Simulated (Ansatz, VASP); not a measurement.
## Cross-check of Ge (Germanium) between VASP and Ansatz

Wanted: the spread between two codes on one cell, functional and k mesh.

Program: Ansatz 0.2.0. Level of theory: plane waves, with VASP 6.6.1 beside it; band structure at HSE06. Results are calculated unless marked as measured.

**1. The structure**

The structure is cubic, space group Fd-3m (No. 227). The conventional cell has a = 5.658 Å, b = 5.658 Å, c = 5.658 Å, α = 90.00°, β = 90.00°, γ = 90.00°. Nearest to Ge lie 4 Ge at 2.45 Å.

**2. VASP: band structure, HSE06**

The same path points are solved in both programs, so levels can be compared one by one.

Lines of VASP's logs that name or quote its potential files are left out, and so is its time.

The run reads the wave functions of an earlier VASP run, which isn't shown here.

File INCAR:

```
SYSTEM = Ge
PREC = Accurate
ENCUT = 410
EDIFF = 1E-06
NELM = 100
ISMEAR = 0
SIGMA = 0.02
LREAL = .FALSE.
ALGO = Normal
LHFCALC = .TRUE.
AEXX = 0.25
GGA = PE
HFSCREEN = 0.2
LASPH = .TRUE.
NBANDS = 20
PRECFOCK = Fast
LORBIT = 11
LWAVE = .FALSE.
LCHARG = .FALSE.
KPAR = 4
```

File POSCAR:

```
Ge
1.0
    0.0000000000      2.8289100000      2.8289100000
    2.8289100000      0.0000000000      2.8289100000
    2.8289100000      2.8289100000      0.0000000000
Ge
2
Direct
    0.0000000000      0.0000000000      0.0000000000
    0.2500000000      0.2500000000      0.2500000000
```

File KPOINTS:

```
Automatic mesh
0
Gamma
4 4 4
0 0 0
```

File KPOINTS_OPT:

```
Line mode
6
Line-mode
Reciprocal
  0.00000000   0.00000000   0.00000000 GAMMA
  0.50000000   0.00000000   0.50000000 X

  0.50000000   0.00000000   0.50000000 X
  0.50000000   0.25000000   0.75000000 W

  0.50000000   0.25000000   0.75000000 W
  0.37500000   0.37500000   0.75000000 K

  0.37500000   0.37500000   0.75000000 K
  0.00000000   0.00000000   0.00000000 GAMMA

  0.00000000   0.00000000   0.00000000 GAMMA
  0.50000000   0.50000000   0.50000000 L

  0.50000000   0.50000000   0.50000000 L
  0.62500000   0.25000000   0.62500000 U

  0.62500000   0.25000000   0.62500000 U
  0.50000000   0.25000000   0.75000000 W

  0.50000000   0.25000000   0.75000000 W
  0.50000000   0.50000000   0.50000000 L

  0.50000000   0.50000000   0.50000000 L
  0.37500000   0.37500000   0.75000000 K

  0.62500000   0.25000000   0.62500000 U
  0.50000000   0.00000000   0.50000000 X
```

Potentials, in the order of the species: Ge_d (PBE family, release 64).

The run is started by

```console
$ mpirun -np 4 vasp_std
```

Numbers of over 12 decimals in the logs are rounded to 6 here.

What it wrote:

```text
[banner, memory and clock lines left out]
running    4 mpi-ranks, on    1 nodes
 distrk:  each k-point on    1 cores,    4 groups
 distr:  one band on    1 cores,    1 groups

 POSCAR found type information on POSCAR Ge
 POSCAR found :  1 types and       2 ions
 LDA part: xc-table for (Slater+PW92), standard interpolation
 found WAVECAR, reading the header
 POSCAR, INCAR and KPOINTS ok, starting setup
 FFT: planning ... GRIDC
 FFT: planning ... GRID_SOFT
 FFT: planning ... GRID
 reading WAVECAR
 the WAVECAR file was read successfully
 initial charge from wavefunction
 entering main loop
       N       E                     dE             d eps       ncg     rms          rms(c)
DAV:   1    -0.104911641714E+02   -0.10491E+02   -0.92967E-01   420   0.180E+01    0.948E-01
DAV:   2    -0.104879116234E+02    0.32525E-02   -0.45767E-02   384   0.301E+00    0.682E-01
DAV:   3    -0.104857320769E+02    0.21795E-02   -0.68316E-03   432   0.148E+00    0.461E-01
DAV:   4    -0.104854434342E+02    0.28864E-03   -0.77798E-04   376   0.456E-01    0.285E-01
DAV:   5    -0.104853492637E+02    0.94171E-04   -0.57936E-05   388   0.120E-01    0.172E-01
DAV:   6    -0.104853112989E+02    0.37965E-04   -0.10177E-05   376   0.416E-02    0.102E-01
DAV:   7    -0.104852955636E+02    0.15735E-04   -0.30531E-06   284   0.173E-02    0.606E-02
DAV:   8    -0.104852885695E+02    0.69941E-05   -0.12491E-06   256   0.957E-03    0.356E-02
DAV:   9    -0.104852853531E+02    0.32164E-05   -0.46741E-07   184   0.499E-03    0.210E-02
DAV:  10    -0.104852841333E+02    0.12198E-05   -0.17936E-07   172   0.339E-03    0.122E-02
DAV:  11    -0.104852832515E+02    0.88173E-06   -0.76374E-08   172   0.223E-03
   1 F= -.10485283E+02 E0= -.10485283E+02  d E =-.310979E-32
 Start KPOINTS_OPT (optional k-point list driver)
k-point batch [1-8\60]
       N       E                     dE             ncg
DAV:   1    -0.206906812054E+04   -0.65538E+04      352
DAV:   2    -0.354092191068E+04   -0.14719E+04      320
DAV:   3    -0.374775186025E+04   -0.20683E+03      352
DAV:   4    -0.375657813095E+04   -0.88263E+01      364
DAV:   5    -0.375672741040E+04   -0.14928E+00      384
DAV:   6    -0.375673070038E+04   -0.32900E-02      380
DAV:   7    -0.375673082751E+04   -0.12713E-03      392
DAV:   8    -0.375673083355E+04   -0.60416E-05      352
DAV:   9    -0.375673083382E+04   -0.26239E-06      248
[...]
k-point batch [57-60\60]
       N       E                     dE             ncg
DAV:   1     0.253102400208E+04   -0.49337E+04      172
DAV:   2     0.179824662693E+04   -0.73278E+03      160
DAV:   3     0.170068174375E+04   -0.97565E+02      180
DAV:   4     0.169699235116E+04   -0.36894E+01      188
DAV:   5     0.169692628795E+04   -0.66063E-01      188
DAV:   6     0.169692473205E+04   -0.15559E-02      188
DAV:   7     0.169692467295E+04   -0.59105E-04      204
DAV:   8     0.169692467118E+04   -0.17648E-05      172
DAV:   9     0.169692467111E+04   -0.72602E-07      124
```

OUTCAR, selected parts (step 2):

```text
ion  position               nearest neighbor table
   1  0.000  0.000  0.000-   2 2.45   2 2.45   2 2.45   2 2.45
   2  0.250  0.250  0.250-   1 2.45   1 2.45   1 2.45   1 2.45

  LATTYP: Found a face centered cubic cell.
 ALAT       =     5.6578200000

 Subroutine GETGRP returns: Found 48 space group operations
 (whereof 24 operations were pure point group operations)

The static configuration has the point symmetry T_d .
 The point group associated with its full space group is O_h .

 Found      8 irreducible k-points:

   k-points           NKPTS =      8   k-points in BZ     NKDIM =     64   number of bands    NBANDS=     20

   dimension x,y,z NGX =    28 NGY =   28 NGZ =   28
   dimension x,y,z NGXF=    56 NGYF=   56 NGZF=   56

   ENCUT  =  410.0 eV  30.13 Ry    5.49 a.u.   6.61  6.61  6.61*2*pi/ulx,y,z

   NELECT =      28.0000    total number of electrons

 k-points in reciprocal lattice and weights: Automatic mesh
   0.00000000  0.00000000  0.00000000       0.016
   0.25000000  0.00000000  0.00000000       0.125
   0.50000000  0.00000000  0.00000000       0.062
   0.25000000  0.25000000  0.00000000       0.094
   0.50000000  0.25000000  0.00000000       0.375
  -0.25000000  0.25000000  0.00000000       0.188
   0.50000000  0.50000000  0.00000000       0.047
  -0.25000000  0.50000000  0.25000000       0.094

  exchange ACFDT corr.  =         0.00000000  see jH, gK, PRB 81, 115126

 average (electrostatic) potential at core
       1 -67.2452       2 -67.2452

 E-fermi :   4.8325

 k-point     1 :       0.0000    0.0000    0.0000
  band No.  band energies     occupation
    ...
     10     -22.9833      2.00000
     11      -9.3522      2.00000
     12       4.6684      2.00000
     13       4.6684      2.00000
     14       4.6684      2.00000
     15       5.6524      0.00000
     16       7.9355      0.00000
     17       7.9355      0.00000
     18       7.9355      0.00000
     19      11.9664      0.00000
    ...

 k-point     2 :       0.2500    0.0000    0.0000
  band No.  band energies     occupation
    ...
     10     -22.9658      2.00000
     11      -8.5283      2.00000
     12      -0.3334      2.00000
     13       3.7326      2.00000
     14       3.7326      2.00000
     15       6.0952      0.00000
     16       9.0799      0.00000
     17       9.0799      0.00000
     18      11.2994      0.00000
     19      13.5831      0.00000
    ...

 k-point     3 :       0.5000    0.0000    0.0000
  band No.  band energies     occupation
    ...
     10     -22.9602      2.00000
     11      -7.0215      2.00000
     12      -3.6008      2.00000
     13       3.1497      2.00000
     14       3.1497      2.00000
     15       5.5675      0.00000
     16       9.1709      0.00000
     17       9.1709      0.00000
     18      12.6515      0.00000
     19      16.3340      0.00000
    ...

  energy-cutoff  :      410.00
  volume of cell :       45.28
      direct lattice vectors                 reciprocal lattice vectors
     0.000000000  2.828910000  2.828910000    -0.176746521  0.176746521  0.176746521
     2.828910000  0.000000000  2.828910000     0.176746521 -0.176746521  0.176746521
     2.828910000  2.828910000  0.000000000     0.176746521  0.176746521 -0.176746521

 POSITION                                       TOTAL-FORCE (eV/Angst)
 -----------------------------------------------------------------------------------
      0.00000      0.00000      0.00000        -0.000000      0.000000     -0.000000
      1.41446      1.41446      1.41446         0.000000     -0.000000      0.000000
 -----------------------------------------------------------------------------------
    total drift:                                0.000001      0.000000      0.000001

  FREE ENERGIE OF THE ION-ELECTRON SYSTEM (eV)
  ---------------------------------------------------
  free  energy   TOTEN  =       -10.4852832515 eV

  energy  without entropy=      -10.4852832515  energy(sigma->0) =      -10.48528325

 total charge
# of ion       s       p       d       tot
------------------------------------------
    1        1.093   1.320  10.028  12.441
    2        1.093   1.320  10.028  12.441
--------------------------------------------------
tot          2.186   2.640  20.055  24.881

[... 3 further parts left out ...]
```

Spin-orbit coupling is off here; it would split degenerate levels, and it lifts a valence top of Ge p states by about 0.1 eV.

(Continued in part 2 of 2.)

[Lines on the potential files, build, host, timing and source positions are cut from VASP's logs without a mark.]

[Logs are printed without paths, hosts, clocks, repeated set-up lines and the standing remarks that a program may print on its own settings, such as how far it seeks lower states.]

[Hosts, paths, dates, database ids (printed as entryN), source tags and the programs' standing remarks are cut or masked in the printed files.]
